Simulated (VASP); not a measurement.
Consider the following.

```yaml
crystal:
  lattice:
    - [4.10536, 0.00000, 0.00000]
    - [0.00000, 4.10536, 0.00000]
    - [0.00000, 0.00000, 4.10536]
  atoms:
    - { symbol: Tl, position: [0.00000, 0.00000, 0.00000] }
    - { symbol: Br, position: [0.50000, 0.50000, 0.50000] }
```

These are PBE GGA with D3 dispersion (zero damping), VASP's PBE PAW potentials (set 64) (plane waves; VASP) values and carry that method's errors. Numerical set-up: 520 eV cut-off, 7×7×7 Γ-centred mesh, tetrahedra with Blöchl corrections, potentials Tl_d Br.

### Question
What does the run give for the energy per atom (σ→0)?

### Answer

```yaml
energy per atom (σ→0): -3.030 eV/atom
```

The compound is TlBr in the CsCl type structure. It was relaxed first, which changed the volume by +9 %.
